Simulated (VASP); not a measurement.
Crystal: Y3F.

```
Y F
1.0
     6.26665    0.00000    0.00000
    -3.13333    5.42708    0.00000
     0.00000    0.00000    3.36199
Y F
3 1
Direct
  0.50000 0.00000 0.00000
  0.00000 0.50000 0.00000
  0.50000 0.50000 0.00000
  0.00000 0.00000 0.00000
```

The cell was built by a generator and needn't be a form met in nature.

| Quantity | Value |
| --- | --- |
| Program | VASP 6.6.1 |
| Task | relaxation of cell and atoms |
| Functional | BLYP |
| Potentials or basis | VASP PAW PBE potentials, release 64 (Y_sv, F) |
| Cutoff | 600 eV |
| k mesh | 4 × 4 × 6 |
| Occupations | fermi-dirac, width 0.05 eV |
| Spin | no spin polarisation |

At the start: pressure 1.2 GPa; volume 28.58 Å³/atom.

**Question.** Where does the relaxation end?

**Answer.** Over 5 steps the energy falls by 4.3 meV/atom and the volume is 29.78 Å³/atom (+4.2 %); space group P6/mmm (No. 191, to 0.05 Å).

Step by step:
```csv
step,energy change (eV),largest force (eV/Å),pressure (GPa),volume (Å³)
1,0.0000,0.0000,1.18,114.34
2,-0.0161,0.0000,0.28,117.84
3,-0.0172,0.0000,0.02,118.97
4,-0.0172,0.0000,0.00,119.06
5,-0.0173,0.0000,0.00,119.10
```

Final structure:
```yaml
crystal:
  lattice:
    - [6.35843, 0.00000, 0.00000]
    - [-3.17922, 5.50656, 0.00000]
    - [0.00000, 0.00000, 3.40163]
  atoms:
    - { symbol: Y, position: [0.50000, 0.00000, 0.00000] }
    - { symbol: Y, position: [0.00000, 0.50000, 0.00000] }
    - { symbol: Y, position: [0.50000, 0.50000, 0.00000] }
    - { symbol: F, position: [0.00000, 0.00000, 0.00000] }
```

Caveat: the PAW data sets were made with another functional, which shifts forces and pressure a little.
